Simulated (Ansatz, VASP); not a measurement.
**One calculation of PIr, two programs**

```xyz
2
Lattice="0.0000 2.4483 2.4483 2.4483 0.0000 2.4483 2.4483 2.4483 0.0000" Properties=species:S:1:pos:R:3 pbc="T T T"
Ir    0.0000    0.0000    0.0000
P     2.4483    2.4483    2.4483
```

Change from the starting cell: volume scaled by 0.98.

Alike in both runs: task single point; functional PBE; k mesh 13 × 13 × 13; occupations fermi-dirac, width 0.05 eV; no spin polarisation.

```csv
,VASP,Ansatz
version,VASP 6.6.1,Ansatz 0.2.0
potentials or method,"VASP PAW PBE potentials, release 64 (Ir, P), cutoff 520 eV","all-electron LAPW, scalar-relativistic"
```

```tsv
	VASP	Ansatz	Ansatz less VASP
pressure (GPa)	4.9	4.4	-0.46
```

Ansatz ran all-electron here, so the differences hold the error of VASP's frozen core and of both bases.

Spin-orbit coupling is left out, which matters for the levels of Ir.
